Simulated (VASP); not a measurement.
Computed with PBE GGA, VASP's PBE PAW potentials (set 64) (plane waves; VASP 6.6.1).

VASP input:

File POSCAR:
```
Rh16N
1
    5.4076469850     0.0000000000     0.0000000000
    2.7038234925     4.6831597521     0.0000000000
    0.0000000000     0.0000000000    20.7106107808
Rh N
16 1
Direct
  0.9995356004   0.9995356004   0.3424909879
  0.5009287991   0.9995356004   0.3424909879
  0.9995356004   0.5009287991   0.3424909879
  0.5000000000   0.5000000000   0.3424807314
  0.1666670000   0.1666670000   0.4480053158
  0.6673372983   0.1653264033   0.4469257288
  0.1653264033   0.6673372983   0.4469257288
  0.6673372983   0.6673372983   0.4469257288
  0.8317105273   0.3341442364   0.5513948215
  0.3341442364   0.3341442364   0.5513948215
  0.8333330000   0.8333330000   0.5530703479
  0.3341442364   0.8317105273   0.5513948215
  0.9948370115   0.9948370115   0.6627178616
  0.5103259771   0.9948370115   0.6627178616
  0.9948370115   0.5103259771   0.6627178616
  0.5000000000   0.5000000000   0.6558320080
  0.1666670000   0.1666670000   0.7120103972
```

**INCAR**
```
! general
SYSTEM =Rh16N
PREC   =Normal
ENCUT  =400
LREAL  =.False.
LASPH  =.True.

! electronic loop
EDIFF  =1E-6
NELM   =100
NELMIN =4
ALGO   =Normal
LMAXMIX=4

! smearing
ISMEAR =1
SIGMA  =0.1

! functional
GGA    =PE

! output
LWAVE  =.False.
LCHARG =.False.
LORBIT =11
LVHAR  =.True.

! other
LDIPOL =.True.
IDIPOL =3
DIPOL  =0.5 0.5 0.5
```

File KPOINTS:
```
kpoints
0
Gamma
  6 6 1
```

POTCAR, in this order: Rh N (PBE.64 set). Program: vasp_std. Read from the step before: WAVECAR.

Output

**OSZICAR**
```
       N       E                     dE             d eps       ncg     rms          rms(c)
DAV:   1    -0.118347913316E+03   -0.11835E+03   -0.20830E-02  2026   0.526E-01    0.881E-01
DAV:   2    -0.121049825240E+03   -0.27019E+01   -0.75817E+00  2040   0.127E+01    0.159E+01
DAV:   3    -0.118330147164E+03    0.27197E+01   -0.43077E+00  2177   0.114E+01    0.691E-01
DAV:   4    -0.118345122850E+03   -0.14976E-01   -0.17161E-01  1627   0.116E+00    0.684E-01
DAV:   5    -0.118341841319E+03    0.32815E-02   -0.18473E-02  1538   0.637E-01    0.163E-01
DAV:   6    -0.118341746104E+03    0.95216E-04   -0.27281E-03  1515   0.285E-01    0.133E-01
DAV:   7    -0.118341577871E+03    0.16823E-03   -0.72118E-04  1651   0.146E-01    0.433E-02
DAV:   8    -0.118341574799E+03    0.30720E-05   -0.88414E-05  1554   0.452E-02    0.360E-02
DAV:   9    -0.118341572780E+03    0.20191E-05   -0.38541E-05  1588   0.379E-02    0.292E-02
DAV:  10    -0.118341568658E+03    0.41226E-05   -0.31799E-05  1698   0.282E-02    0.228E-02
DAV:  11    -0.118341569356E+03   -0.69886E-06   -0.26383E-05  1562   0.282E-02    0.191E-02
DAV:  12    -0.118341566799E+03    0.25576E-05   -0.18342E-05  1521   0.230E-02    0.110E-02
DAV:  13    -0.118341566011E+03    0.78810E-06   -0.34553E-06   814   0.110E-02
   1 F= -.11834157E+03 E0= -.11834472E+03  d E =0.946056E-02
```

File OUTCAR:
```
------------------------ aborting loop because EDIFF is reached ----------------------------------------
  FORCE on cell =-STRESS in cart. coord.  units (eV):
  Direction    XX          YY          ZZ          XY          YZ          ZX
  --------------------------------------------------------------------------------------
  Total       -5.1559170     -5.1559172     -0.6871309      0.0000000      0.0000000     -0.0000000
  in kB      -15.7498452    -15.7498458     -2.0989875      0.0000000      0.0000000     -0.0000000
  external PRESSURE =     -11.1995595 kB  Pullay stress =       0.0000000 kB
  volume of cell :      524.49
      direct lattice vectors                 reciprocal lattice vectors
     5.407646985  0.000000000  0.000000000     0.184923314 -0.106765523  0.000000000
     2.703823493  4.683159752  0.000000000     0.000000000  0.213531046  0.000000000
     0.000000000  0.000000000 20.710610781     0.000000000  0.000000000  0.048284428
 POSITION                                       TOTAL-FORCE (eV/Angst)
 -----------------------------------------------------------------------------------
      8.10770      4.68098      7.09320         0.004137      0.002389      0.003131
      5.41141      4.68098      7.09320        -0.004137      0.002389      0.003131
      6.75956      2.34593      7.09320        -0.000000     -0.004777      0.003131
      4.05574      2.34158      7.09299         0.000000      0.000000     -0.006093
      1.35191      0.78053      9.27846        -0.000000      0.000000      0.004138
      4.05574      0.77425      9.25610        -0.000000      0.000368      0.001752
      2.69839      3.12525      9.25610         0.000319     -0.000184      0.001752
      5.41309      3.12525      9.25610        -0.000319     -0.000184      0.001752
      5.40106      1.56485     11.41972         0.001256     -0.000725      0.004760
      2.71040      1.56485     11.41972        -0.001256     -0.000725      0.004760
      6.75956      3.90263     11.45442         0.000000      0.000000     -0.004528
      4.05573      3.89503     11.41972        -0.000000      0.001451      0.004760
      8.06959      4.65898     13.72529        -0.012350     -0.007130     -0.006606
      5.44953      4.65898     13.72529         0.012350     -0.007130     -0.006606
      6.75956      2.38994     13.72529         0.000000      0.014261     -0.006606
      4.05574      2.34158     13.58268        -0.000000      0.000000     -0.013944
      1.35191      0.78053     14.74617         0.000000      0.000000      0.011318
 -----------------------------------------------------------------------------------
    total drift:                                0.004313      0.002491     -0.004815
  FREE ENERGIE OF THE ION-ELECTRON SYSTEM (eV)
  ---------------------------------------------------
  free  energy   TOTEN  =      -118.3415660107 eV

  energy  without entropy=     -118.3510265753  energy(sigma->0) =     -118.34471953

 total charge

# of ion       s       p       d       tot
------------------------------------------
    1        0.484   0.424   7.356   8.264
    2        0.484   0.424   7.356   8.264
    3        0.484   0.424   7.356   8.264
    4        0.482   0.428   7.350   8.260
    5        0.503   0.581   7.350   8.433
    6        0.501   0.582   7.341   8.425
    7        0.501   0.582   7.341   8.425
    8        0.501   0.582   7.341   8.425
    9        0.494   0.560   7.342   8.396
   10        0.494   0.560   7.342   8.396
   11        0.503   0.547   7.374   8.423
   12        0.494   0.560   7.342   8.396
   13        0.506   0.573   7.408   8.487
   14        0.506   0.573   7.408   8.487
   15        0.506   0.573   7.408   8.487
   16        0.472   0.411   7.398   8.281
   17        1.321   2.240   0.000   3.560
--------------------------------------------------
tot          9.234  10.623 117.813 137.670
```
(Selected blocks of OUTCAR.)

At this cut-off the stress carries a Pulay error, which pulls relaxed volumes low.

The cell is a thin slab with vacuum, built from Rh (fcc): (111) face, N adsorbed.
